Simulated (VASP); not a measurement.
Take NaCl (rock salt), without spin-orbit terms, in VASP with PAW potentials, and its band gap. The mesh is coarse and the basis finite, so the quasiparticle values are not converged.

Problem. One run gives 5.04 eV. Which level is it?
A. B3LYP (PBE cell)
B. AM05 (own cell)
C. G0W0@PBE (starting cell)
D. PBE0 (PBE cell)

Solution. B, AM05 (own cell).  The others give 8.00 (G0W0@PBE (starting cell)), 6.69 (B3LYP (PBE cell)), 7.09 (PBE0 (PBE cell)).

Only levels that ran to the end are used. Left out are those held back, those with too coarse a band path, GW runs whose mesh misses a band edge, hybrids' fits of cells that aren't cubic and levels without matching references; a question may draw on a part of the rest.

The compound is NaCl in the rock salt structure.
